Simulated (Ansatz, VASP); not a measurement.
**Cross-check of InSe between VASP and Ansatz**

One calculation is typed for both programs; each brings its own data sets. How far apart do they land? The cell is taken from a series of runs on this material, whose earlier steps may have relaxed, scaled, displaced or heated it; both programs get it as it stands.

Calculated with Ansatz 0.2.0; plane waves, with VASP 6.6.1 beside it; relaxation of cell and atoms at LDA.

**1. Set-up**

The structure is hexagonal, space group P-6m2 (No. 187). Conventional cell: a = 3.975 Å, b = 3.975 Å, c = 16.264 Å, α = 90.00°, β = 90.00°, γ = 120.00°. Nearest to In lie 3 Se at 2.62 Å and 1 In at 2.74 Å. Nearest to Se lie 3 In at 2.62 Å. Nearest to Se lie 3 In at 2.62 Å. Farther neighbours and most contacts between anions are not listed.

**2. VASP: relaxation of cell and atoms, LDA**

The relaxed volume is the usual yardstick between codes: in a stiff, nearly cubic crystal its relative difference is about their pressure difference at one cell divided by the bulk modulus.

Lines of VASP's logs that name or quote its potential files are left out, and so is its time.

Contents of INCAR:

```
SYSTEM = InSe
PREC = Accurate
ENCUT = 500
EDIFF = 1E-07
NELM = 120
ISMEAR = -1
SIGMA = 0.02
LREAL = .FALSE.
ALGO = Normal
GGA = CA
NBANDS = 47
LORBIT = 11
LWAVE = .FALSE.
LCHARG = .FALSE.
ISIF = 3
IBRION = 2
NSW = 80
EDIFFG = -0.005
LASPH = .TRUE.
GGA_COMPAT = .FALSE.
NELMIN = 4
EFERMI = MIDGAP
KPAR = 2
```

Contents of POSCAR:

```
InSe
1.0
    3.9748710000      0.0000000000      0.0000000000
   -1.9874350000      3.4423390000      0.0000000000
    0.0000000000      0.0000000000     16.2636490000
In Se
4 4
Direct
    0.0000000000      0.0000000000      0.5842950742
    0.0000000000      0.0000000000      0.4157049258
    0.3333332979      0.6666667635      0.9156997916
    0.3333332979      0.6666667635      0.0843002699
    0.6666664505      0.3333332365      0.8378264312
    0.6666664505      0.3333332365      0.1621736303
    0.3333332979      0.6666667635      0.6621027052
    0.3333332979      0.6666667635      0.3378972948
```

Contents of KPOINTS:

```
Automatic mesh
0
Gamma
6 6 2
0 0 0
```

PAW data sets: In_d and Se (LDA family, release 64).

Started as:

```bash
> mpirun -np 2 vasp_std
```

Numbers of over 12 decimals in the logs are rounded to 6 here.

What it wrote:

```text
[banner, memory and clock lines left out]
running    2 mpi-ranks, on    1 nodes
 distrk:  each k-point on    1 cores,    2 groups
 distr:  one band on    1 cores,    1 groups

 POSCAR found type information on POSCAR InSe
 POSCAR found :  2 types and       8 ions
 LDA part: xc-table for (Slater(with rela. corr.)+CA(PZ))
 , standard interpolation
 POSCAR, INCAR and KPOINTS ok, starting setup
 FFT: planning ... GRIDC
 FFT: planning ... GRID_SOFT
 FFT: planning ... GRID
 WAVECAR not read
 entering main loop
       N       E                     dE             d eps       ncg     rms          rms(c)
DAV:   1     0.787397722616E+03    0.78740E+03   -0.33209E+04  1316   0.178E+03
DAV:   2     0.880795198318E+02   -0.69932E+03   -0.68038E+03  1316   0.479E+02
DAV:   3    -0.262400592386E+02   -0.11432E+03   -0.11047E+03  1561   0.200E+02
DAV:   4    -0.340359152291E+02   -0.77959E+01   -0.77325E+01  1601   0.512E+01
DAV:   5    -0.343137165263E+02   -0.27780E+00   -0.27749E+00  1579   0.999E+00    0.114E+01
DAV:   6    -0.334200719123E+02    0.89364E+00   -0.13948E+00  1756   0.160E+01    0.626E+00
DAV:   7    -0.333396375745E+02    0.80434E-01   -0.91402E-01  1952   0.553E+00    0.135E+00
DAV:   8    -0.333284488733E+02    0.11189E-01   -0.99613E-02  1961   0.316E+00    0.108E+00
DAV:   9    -0.333276742975E+02    0.77458E-03   -0.16076E-02  1648   0.511E-01    0.557E-01
DAV:  10    -0.333266738398E+02    0.10005E-02   -0.20397E-03  2000   0.515E-01    0.239E-01
DAV:  11    -0.333266511550E+02    0.22685E-04   -0.66715E-04  1744   0.149E-01    0.335E-02
DAV:  12    -0.333266462820E+02    0.48729E-05   -0.65659E-05  2048   0.512E-02    0.358E-02
DAV:  13    -0.333266475285E+02   -0.12464E-05   -0.79895E-06  1896   0.136E-02    0.534E-03
DAV:  14    -0.333266471501E+02    0.37836E-06   -0.20091E-06  1808   0.158E-02    0.520E-03
DAV:  15    -0.333266471765E+02   -0.26389E-07   -0.22719E-07  1178   0.241E-03
   1 F= -.33326647E+02 E0= -.33326616E+02  d E =-.333266E+02
[...]
2 F= -.33326807E+02 E0= -.33326773E+02  d E =-.160313E-03
[...]
3 F= -.33326899E+02 E0= -.33326865E+02  d E =-.251415E-03
[...]
4 F= -.33326898E+02 E0= -.33326865E+02  d E =-.251247E-03
[...]
5 F= -.33326908E+02 E0= -.33326876E+02  d E =-.984922E-05
 trial-energy change:   -0.000010  1 .order   -0.000010   -0.000014   -0.000006
 step:   1.7440(harm=  1.7440)  dis= 0.00047  next Energy=   -33.326911 (dE=-0.129E-04)
 bond charge predicted
       N       E                     dE             d eps       ncg     rms          rms(c)
DAV:   1    -0.333269152989E+02   -0.69265E-05   -0.12393E-03  1464   0.171E-01    0.216E-02
DAV:   2    -0.333269136063E+02    0.16926E-05   -0.75337E-05  1988   0.722E-02    0.104E-02
DAV:   3    -0.333269116155E+02    0.19908E-05   -0.37815E-06  1901   0.135E-02    0.639E-03
DAV:   4    -0.333269107702E+02    0.84528E-06   -0.83299E-07  1619   0.773E-03    0.260E-03
DAV:   5    -0.333269106838E+02    0.86423E-07   -0.43982E-07  1361   0.431E-03
   6 F= -.33326911E+02 E0= -.33326879E+02  d E =-.122605E-04
 curvature:  -0.88 expect dE=-0.680E-05 dE for cont linesearch -0.349E-08
 trial: gam= 0.55229 g(F)=  0.521E-05 g(S)=  0.250E-05 ort =-0.243E-06 (trialstep = 0.109E+01)
 search vector abs. value=  0.120E-04
 reached required accuracy - stopping structural energy minimisation
```

Parts of OUTCAR (step 2):

```text
ion  position               nearest neighbor table
   1  0.000  0.000  0.584-   7 2.62   7 2.62   7 2.62   2 2.74
   2  0.000  0.000  0.416-   8 2.62   8 2.62   8 2.62   1 2.74
   3  0.333  0.667  0.916-   5 2.62   5 2.62   5 2.62   4 2.74
   4  0.333  0.667  0.084-   6 2.62   6 2.62   6 2.62   3 2.74
   5  0.667  0.333  0.838-   3 2.62   3 2.62   3 2.62
   6  0.667  0.333  0.162-   4 2.62   4 2.62   4 2.62
   7  0.333  0.667  0.662-   1 2.62   1 2.62   1 2.62
   8  0.333  0.667  0.338-   2 2.62   2 2.62   2 2.62

  LATTYP: Found a hexagonal cell.
 ALAT       =     3.9748710000
 C/A-ratio  =     4.0916168097

 Subroutine GETGRP returns: Found 12 space group operations
 (whereof 12 operations were pure point group operations)

The static configuration has the point symmetry D_3h.

 Found     14 irreducible k-points:

   k-points           NKPTS =     14   k-points in BZ     NKDIM =     14   number of bands    NBANDS=     47

   dimension x,y,z NGX =    30 NGY =   30 NGZ =  120
   dimension x,y,z NGXF=    60 NGYF=   60 NGZF=  240

   ENCUT  =  500.0 eV  36.75 Ry    6.06 a.u.   7.25  7.25 29.65*2*pi/ulx,y,z

   NELECT =      76.0000    total number of electrons

 k-points in reciprocal lattice and weights: Automatic mesh
   0.00000000  0.00000000  0.00000000       0.014
   0.16666667  0.00000000  0.00000000       0.083
   0.33333333  0.00000000  0.00000000       0.083
   0.50000000  0.00000000  0.00000000       0.042
   0.16666667  0.16666667  0.00000000       0.083
   0.33333333  0.16666667  0.00000000       0.167
   0.33333333  0.33333333  0.00000000       0.028
   0.00000000  0.00000000  0.50000000       0.014
   0.16666667  0.00000000  0.50000000       0.083
[...]
0.33333333  0.16666667  0.50000000       0.167
   0.33333333  0.33333333  0.50000000       0.028

 average (electrostatic) potential at core
       1 -96.2421       2 -96.2421       3 -96.2604       4 -96.2604       5 -59.9240
       6 -59.9241       7 -59.9122       8 -59.9122

 E-fermi :   4.6145

 k-point     1 :       0.0000    0.0000    0.0000
  band No.  band energies     occupation
    ...
     34       3.2165      2.00000
     35       3.2165      2.00000
     36       3.3056      2.00000
     37       3.3056      2.00000
     38       4.5233      1.97926
     39       4.7057      0.02074
     40       6.2200      0.00000
     41       6.4213      0.00000
     42       6.4891      0.00000
     43       8.5708      0.00000
    ...

 k-point     2 :       0.1667    0.0000    0.0000
  band No.  band energies     occupation
    ...
     34       2.7144      2.00000
     35       2.9249      2.00000
     36       3.0574      2.00000
     37       3.2454      2.00000
     38       4.2498      2.00000
     39       6.0317      0.00000
     40       6.5822      0.00000
     41       7.0145      0.00000
     42       7.1623      0.00000
     43       8.0590      0.00000
    ...

 k-point     3 :       0.3333    0.0000    0.0000
  band No.  band energies     occupation
    ...
     34       2.3990      2.00000
     35       2.5038      2.00000
     36       2.5958      2.00000
     37       3.0368      2.00000
     38       3.3991      2.00000
     39       5.7557      0.00000
     40       5.9653      0.00000
     41       6.4861      0.00000
     42       6.5023      0.00000
     43       8.1012      0.00000
    ...

  Total        0.0041647      0.0041647     -0.0194751      0.0000000      0.0000000     -0.0000000
  in kB        0.0299265      0.0299264     -0.1399439      0.0000000      0.0000000     -0.0000000
  external PRESSURE =      -0.0266970 kB  Pullay stress =       0.0000000 kB

  energy-cutoff  :      500.00
  volume of cell :      222.96
      direct lattice vectors                 reciprocal lattice vectors
     3.976871498  0.000000000  0.000000000     0.251453938  0.145176973  0.000000000
    -1.988435249  3.444071482 -0.000000000    -0.000000000  0.290354020 -0.000000000
    -0.000000000  0.000000000 16.278779376    -0.000000000 -0.000000000  0.061429667

 POSITION                                       TOTAL-FORCE (eV/Angst)
 -----------------------------------------------------------------------------------
     -0.00000      0.00000      9.51165        -0.000000      0.000000     -0.002218
     -0.00000      0.00000      6.76713        -0.000000      0.000000      0.002218
      0.00000      2.29605     14.90644        -0.000000     -0.000000      0.002378
      0.00000      2.29605      1.37234        -0.000000     -0.000000     -0.002378
      1.98844      1.14802     13.63751         0.000000      0.000000     -0.004618
      1.98844      1.14802      2.64127         0.000000      0.000000      0.004618
      0.00000      2.29605     10.77953         0.000000      0.000000      0.004704
      0.00000      2.29605      5.49925         0.000000      0.000000     -0.004704
 -----------------------------------------------------------------------------------
    total drift:                                0.000960     -0.000296     -0.000787

  FREE ENERGIE OF THE ION-ELECTRON SYSTEM (eV)
  ---------------------------------------------------
  free  energy   TOTEN  =       -33.3269106838 eV

  energy  without entropy=      -33.3268465815  energy(sigma->0) =      -33.32687863

 reached required accuracy - stopping structural energy minimisation

 total charge
# of ion       s       p       d       tot
------------------------------------------
    1        0.875   0.707   9.884  11.466
    2        0.875   0.707   9.884  11.466
    3        0.875   0.705   9.884  11.464
    4        0.875   0.705   9.884  11.464
    5        1.479   2.334   0.025   3.838
    6        1.479   2.334   0.025   3.838
    7        1.478   2.335   0.026   3.839
    8        1.478   2.335   0.026   3.839
--------------------------------------------------
tot          9.416  12.161  39.640  61.216

[... 3 further parts left out ...]
```

CONTCAR:

```
InSe
   1.00000000000000
     3.9768714984012461    0.0000000002903978    0.0000000000000000
    -1.9884352486974881    3.4440714818939298   -0.0000000000000000
    -0.0000000000000000    0.0000000000000000   16.2787793757953345
  In              Se
     4     4
Direct
     0.0000000000000000    0.0000000000000000    0.5842976661774951
     0.0000000000000000    0.0000000000000000    0.4157023338225048
     0.3333332978999977    0.6666667634999968    0.9156977956191696
     0.3333332978999977    0.6666667634999968    0.0843022658808266
     0.6666664505000028    0.3333332365000032    0.8377474800359630
     0.6666664505000028    0.3333332365000032    0.1622525814640403
     0.3333332978999977    0.6666667634999968    0.6621828911555787
     0.3333332978999977    0.6666667634999968    0.3378171088444212
```

The run keeps the 12 symmetry operations of its start, so it cannot find a distortion of lower symmetry.

[end of part 1 of 2]

[Lines on the potential files, build, host, timing and source positions are cut from VASP's logs without a mark.]

[Logs are printed without paths, hosts, clocks, repeated set-up lines and the standing remarks that a program may print on its own settings, such as how far it seeks lower states.]

[Hosts, paths, dates, database ids (printed as entryN), source tags and the programs' standing remarks are cut or masked in the printed files.]
